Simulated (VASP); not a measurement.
# PdSb (relaxed from the rock salt structure, space group Fm-3m): computed properties

Level of theory: PBEsol GGA, VASP's PBE PAW potentials (set 64) (plane waves; VASP 6.6.1).

```yaml
space_group: Fm-3m (225)
cell: a = b = c = 5.4589 Å, α = β = γ = 90.00°
volume_per_atom: 20.33 Å^3/atom
band gap (over mesh and band path): none (metal, semimetal or under 0.01 eV)
density: 9.32 g/cm³
```

```
PdSb
1.0
    0.00000     2.72944     2.72944
    2.72944     0.00000     2.72944
    2.72944     2.72944     0.00000
Pd Sb
1 1
Direct
  0.00000   0.00000   0.00000
  0.50000   0.50000   0.50000
```

Unless said otherwise, spin-orbit coupling is left out, though it shifts the bands of the heavy elements here.

The structure was generated: PdSb was put into the rock salt type (Fm-3m), which need not be its known phase. It was relaxed first, which changed the volume by -25 %. Symmetry was kept, so distortions that lower it aren't found. The electron count is odd and the run is not spin-polarised, which forces a metal.
